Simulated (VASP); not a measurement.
Level of theory: PBE GGA, VASP's PBE PAW potentials (set 64) (plane waves; VASP).

A VASP calculation is set up with these files.

KPOINTS:
```
kpoints
0
gamma
 10 10 10
0 0 0
```

### INCAR
```
ALGO = Normal
EDIFF = 1E-6
ENCUT = 520
GGA = PE
ISIF = 2
ISMEAR = 1
LASPH = T
LCHARG = F
LMAXMIX = 4
LREAL = F
LWAVE = F
NELM = 100
PREC = Accurate
SIGMA = 0.1
SYSTEM = CoGa
```

### POSCAR
```
CoGa
1
    2.8800000000     0.0000000000     0.0000000000
    0.0000000000     2.8800000000     0.0000000000
    0.0000000000     0.0000000000     2.8800000000
Ga Co
1 1
Direct
  0.5000000000   0.5000000000   0.5000000000
  0.0000000000   0.0000000000   0.0000000000
```

POTCAR, in this order: Ga_d Co (PBE.64 set). Program: vasp_std.

The resulting files:

File OUTCAR:
```
 ion  position               nearest neighbor table
   1  0.500  0.500  0.500-   2 2.49   2 2.49   2 2.49   2 2.49   2 2.49   2 2.49   2 2.49   2 2.49
  LATTYP: Found a simple cubic cell.
 ALAT       =     2.8800000000
 Subroutine PRICEL returns:
 Original cell was already a primitive cell.
 Subroutine GETGRP returns: Found 48 space group operations
The static configuration has the point symmetry O_h .
The dynamic configuration has the point symmetry O_h .
 Subroutine INISYM returns: Found 48 space group operations
 Subroutine IBZKPT returns following result:
 Found     56 irreducible k-points:

 Following reciprocal coordinates:
            Coordinates               Weight
  0.000000  0.000000  0.000000      1.000000
  0.100000  0.000000  0.000000      6.000000
  0.200000  0.000000  0.000000      6.000000
  0.300000  0.000000  0.000000      6.000000
  0.400000  0.000000  0.000000      6.000000
  0.500000  0.000000  0.000000      3.000000
  0.100000  0.100000  0.000000     12.000000
  0.200000  0.100000  0.000000     24.000000
  0.300000  0.100000  0.000000     24.000000
  0.400000  0.100000  0.000000     24.000000
  0.500000  0.100000  0.000000     12.000000
  0.200000  0.200000  0.000000     12.000000
  0.300000  0.200000  0.000000     24.000000
  0.400000  0.200000  0.000000     24.000000
  0.500000  0.200000  0.000000     12.000000
  0.300000  0.300000  0.000000     12.000000
  0.400000  0.300000  0.000000     24.000000
  0.500000  0.300000  0.000000     12.000000
  0.400000  0.400000  0.000000     12.000000
  0.500000  0.400000  0.000000     12.000000
  0.500000  0.500000  0.000000      3.000000
  0.100000  0.100000  0.100000      8.000000
  0.200000  0.100000  0.100000     24.000000
  0.300000  0.100000  0.100000     24.000000
  0.400000  0.100000  0.100000     24.000000
  0.500000  0.100000  0.100000     12.000000
  0.200000  0.200000  0.100000     24.000000
  0.300000  0.200000  0.100000     48.000000
  0.400000  0.200000  0.100000     48.000000
  0.500000  0.200000  0.100000     24.000000
  0.300000  0.300000  0.100000     24.000000
  0.400000  0.300000  0.100000     48.000000
  0.500000  0.300000  0.100000     24.000000
  0.400000  0.400000  0.100000     24.000000
  0.500000  0.400000  0.100000     24.000000
  0.500000  0.500000  0.100000      6.000000
  0.200000  0.200000  0.200000      8.000000
  0.300000  0.200000  0.200000     24.000000
  0.400000  0.200000  0.200000     24.000000
  0.500000  0.200000  0.200000     12.000000
   k-points           NKPTS =     56   k-points in BZ     NKDIM =     56   number of bands    NBANDS=     15
   number of dos      NEDOS =    301   number of ions     NIONS =      2
   total plane-waves  NPLWV =  13824
   dimension x,y,z NGX =    24 NGY =   24 NGZ =   24
   dimension x,y,z NGXF=    48 NGYF=   48 NGZF=   48
   ions per type =               1   1
   PREC   = accura    normal or accurate (medium, high low for compatibility)
   ISTART =      0    job   : 0-new  1-cont  2-samecut
   ICHARG =      2    charge: 1-file 2-atom 10-const
   ISPIN  =      1    spin polarized calculation?
   LNONCOLLINEAR =      F non collinear calculations
   LSORBIT =      F    spin-orbit coupling
   INIWAV =      1    electr: 0-lowe 1-rand  2-diag
   ENCUT  =  520.0 eV  38.22 Ry    6.18 a.u.   5.35  5.35  5.35*2*pi/ulx,y,z
   NELM   =    100;   NELMIN=  2; NELMDL= -5     # of ELM steps
   EDIFF  = 0.1E-05   stopping-criterion for ELM
   LREAL  =      F    real-space projection
   NLSPLINE    = F    spline interpolate recip. space projectors
   LMAXMIX     =    4 max onsite mixed and CHGCAR
   VOSKOWN=      0    Vosko Wilk Nusair interpolation
...
```

File OSZICAR:
```
       N       E                     dE             d eps       ncg     rms          rms(c)
DAV:   1     0.970774754828E+02    0.97077E+02   -0.10942E+04  1800   0.263E+03
DAV:   2    -0.679744820648E+01   -0.10387E+03   -0.10158E+03  1743   0.354E+02
DAV:   3    -0.113929908339E+02   -0.45955E+01   -0.45806E+01  2023   0.789E+01
DAV:   4    -0.114584033301E+02   -0.65412E-01   -0.65403E-01  2221   0.889E+00
DAV:   5    -0.114602047806E+02   -0.18015E-02   -0.18014E-02  2186   0.121E+00    0.953E+00
DAV:   6    -0.125070434915E+02   -0.10468E+01   -0.22351E+01  1933   0.631E+01    0.114E+01
DAV:   7    -0.105016145625E+02    0.20054E+01   -0.90366E+00  1758   0.466E+01    0.179E+00
DAV:   8    -0.104836183451E+02    0.17996E-01   -0.24394E-01  1930   0.554E+00    0.633E-01
DAV:   9    -0.104777086429E+02    0.59097E-02   -0.18919E-02  2231   0.220E+00    0.130E-01
DAV:  10    -0.104774413000E+02    0.26734E-03   -0.63035E-04  2299   0.371E-01    0.628E-02
DAV:  11    -0.104774318087E+02    0.94913E-05   -0.56656E-05  2289   0.131E-01    0.121E-02
DAV:  12    -0.104774309259E+02    0.88284E-06   -0.28018E-06  1730   0.287E-02
   1 F= -.10477431E+02 E0= -.10477668E+02  d E =0.712575E-03
```

OUTCAR:
```
------------------------ aborting loop because EDIFF is reached ----------------------------------------
  FORCE on cell =-STRESS in cart. coord.  units (eV):
  Direction    XX          YY          ZZ          XY          YZ          ZX
  --------------------------------------------------------------------------------------
  Total        0.0615794      0.0615794      0.0615794     -0.0000000     -0.0000000      0.0000000
  in kB        4.1301788      4.1301788      4.1301788     -0.0000000     -0.0000000      0.0000000
  external PRESSURE =       4.1301788 kB  Pullay stress =       0.0000000 kB
  volume of cell :       23.89
      direct lattice vectors                 reciprocal lattice vectors
     2.880000000  0.000000000  0.000000000     0.347222222  0.000000000  0.000000000
     0.000000000  2.880000000  0.000000000     0.000000000  0.347222222  0.000000000
     0.000000000  0.000000000  2.880000000     0.000000000  0.000000000  0.347222222
 POSITION                                       TOTAL-FORCE (eV/Angst)
 -----------------------------------------------------------------------------------
      1.44000      1.44000      1.44000         0.000000      0.000000      0.000000
      0.00000      0.00000      0.00000         0.000000      0.000000      0.000000
 -----------------------------------------------------------------------------------
    total drift:                                0.000000      0.000000     -0.000000
  FREE ENERGIE OF THE ION-ELECTRON SYSTEM (eV)
  ---------------------------------------------------
  free  energy   TOTEN  =       -10.4774309259 eV

  energy  without entropy=      -10.4781435006  energy(sigma->0) =      -10.47766845
```
(Selected blocks of OUTCAR.)

### OUTCAR
```
 val. band max:        9.7604416538   @ k =   0.4000   0.4000   0.0000

 cond. band min:       9.8203172788   @ k =   0.5000   0.3000   0.1000


 Fermi energy:         9.7747988697

 k-point     1 :       0.0000    0.0000    0.0000
  band No.  band energies     occupation
      1      -5.4108      2.00000
      2      -5.4108      2.00000
      3      -5.0662      2.00000
      4      -5.0662      2.00000
      5      -5.0662      2.00000
      6      -2.2999      2.00000
      7       7.2180      2.00000
      8       7.2180      2.00000
      9       9.0218      2.00000
     10       9.0218      2.00000
     11       9.0218      2.00000
     12      14.9615      0.00000
     13      14.9615      0.00000
     14      14.9615      0.00000
     15      20.7932      0.00000

 k-point     2 :       0.1000    0.0000    0.0000
  band No.  band energies     occupation
      1      -5.4056      2.00000
      2      -5.3849      2.00000
      3      -5.0756      2.00000
      4      -5.0756      2.00000
      5      -5.0641      2.00000
      6      -2.1112      2.00000
      7       7.1792      2.00000
      8       7.2389      2.00000
      9       8.8990      2.00000
     10       8.8990      2.00000
     11       9.0225      2.00000
     12      13.6493      0.00000
     13      15.2919      0.00000
     14      15.2919      0.00000
     15      20.8286      0.00000

 k-point     3 :       0.2000    0.0000    0.0000
  band No.  band energies     occupation
      1      -5.3921      2.00000
      2      -5.3191      2.00000
      3      -5.1003      2.00000
      4      -5.1003      2.00000
      5      -5.0585      2.00000
      6      -1.5447      2.00000
      7       6.8990      2.00000
      8       7.2946      2.00000
      9       8.6127      2.00000
     10       8.6127      2.00000
     11       9.0242      2.00000
     12      11.5864     -0.00000
     13      16.2008      0.00000
     14      16.2008      0.00000
     15      20.9343      0.00000
...
```

The compound is CoGa in the CsCl type structure. The cell was not relaxed at this level. The run is not spin-polarised, so no magnetic state was tried.
